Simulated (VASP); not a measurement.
Input:

```
CELL_PARAMETERS angstrom
      3.15524     0.00000     0.00000
      0.00000     3.15524     0.00000
      0.00000     0.00000     3.15524
ATOMIC_POSITIONS crystal
  Zn 0.50000 0.50000 0.50000
  Au 0.00000 0.00000 0.00000
```

Calculation: SCAN meta-GGA, VASP's PBE PAW potentials (set 64) (plane waves; VASP). Run with 520 eV cut-off, 12×12×12 Γ-centred mesh, first-order Methfessel-Paxton smearing of 0.10 eV, potentials Zn Au.

Give the stress tensor in GPa (positive for a compressed cell).

```
-4.90   0.00   0.00
 0.00  -4.90   0.00
 0.00   0.00  -4.90
```
The pressure is its mean diagonal, -4.90 GPa.

The compound is AuZn in the CsCl type structure. This cell is one point of a volume scan, at 1.03 of the reference volume. The electron count is odd and the run is not spin-polarised, which forces a metal.
